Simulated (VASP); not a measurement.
The input files of a VASP run:

INCAR:
```
AGGAC = 0.0
ALGO = Normal
EDIFF = 1E-6
EDIFFG = -0.02
ENCUT = 520
GGA = CX
IBRION = 2
ISIF = 3
ISMEAR = 1
LASPH = T
LCHARG = F
LMAXMIX = 4
LREAL = F
LUSE_VDW = T
LWAVE = F
NELM = 100
NSW = 60
PREC = Accurate
SIGMA = 0.1
SYSTEM = MoSi2
```

File KPOINTS:
```
Automatic mesh
0
Gamma
12 12 12
0 0 0
```

POSCAR:
```
MoSi2
1.0
 -1.5973096135   1.5973096135   3.9072384889
  1.5973096135  -1.5973096135   3.9072384889
  1.5973096135   1.5973096135  -3.9072384889
Si Mo
2 1
Cartesian
 -0.0000000000   0.0000000000   5.1951253251
 -0.0000000000   0.0000000000   2.6193516527
  0.0000000000   0.0000000000   0.0000000000
```

POTCAR, in this order: Si Mo_sv (PBE.64 set). Program: vasp_std.

Translate this vdW-DF-cx calculation to Quantum ESPRESSO's pw.x.

One equivalent input (not run):
```
&CONTROL
  calculation = 'vc-relax'
  pseudo_dir = './pseudo'
  outdir = './out'
  tprnfor = .true.
  tstress = .true.
  nstep = 60
  forc_conv_thr = 0.00078
/
&SYSTEM
  ibrav = 0
  nat = 3
  ntyp = 2
  ecutwfc = 80
  occupations = 'smearing'
  smearing = 'methfessel-paxton'
  degauss = 0.00735
  input_dft = 'vdw-df-cx'
/
&ELECTRONS
  conv_thr = 7.3e-08
  electron_maxstep = 100
/
&IONS
/
&CELL
/
ATOMIC_SPECIES
  Si 28.085 Si.upf
  Mo 95.950 Mo.upf
CELL_PARAMETERS angstrom
    -1.5973096    1.5973096    3.9072385
     1.5973096   -1.5973096    3.9072385
     1.5973096    1.5973096   -3.9072385
ATOMIC_POSITIONS crystal
  Si   0.6648078  0.6648078  0.0000000
  Si   0.3351922  0.3351922  0.0000000
  Mo   0.0000000  0.0000000  0.0000000
K_POINTS automatic
  12 12 12 0 0 0
```
Limits of the translation: the potentials are each code's own (VASP's PAW set, PseudoDojo norm-conserving files in pw.x), so ENCUT and ecutwfc are chosen apart and not converted; conv_thr bounds pw.x's estimated SCF error, while EDIFF bounds the energy change between steps; forc_conv_thr acts on force components and is met together with etot_conv_thr.

The compound is MoSi2 in the MoSi2 type structure. This run relaxes it. Symmetry was kept, so distortions that lower it aren't found. The start is the result of an earlier pass.
